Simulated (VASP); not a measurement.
Given:

```xyz
4
Lattice="1.5950 -2.7626 0.0000 1.5950 2.7626 0.0000 0.0000 0.0000 5.1900" Properties=species:S:1:pos:R:3 pbc="T T T"
Ga     1.5950    -0.9209     2.5950
Ga     1.5950     0.9209     0.0000
N      1.5950    -0.9209     4.5516
N      1.5950     0.9209     1.9566
```

Method: PBE GGA, VASP's PBE PAW potentials (set 64) (plane waves; VASP). Run with 520 eV cut-off, 11×11×6 Γ-centred mesh, Gaussian smearing of 0.050 eV, potentials Ga_d N.

Question: Give the stress tensor in GPa (positive for a compressed cell).

Answer: 
```
5.04  0.00  0.00
0.00  5.04  0.00
0.00  0.00  5.39
```
The pressure is its mean diagonal, 5.16 GPa.

The compound is GaN in the wurtzite structure. The cell was not relaxed at this level. The run is one of a series of settings (KPOINTS 11×11×6 Γ-centred mesh against the base run), some of them coarse on purpose.
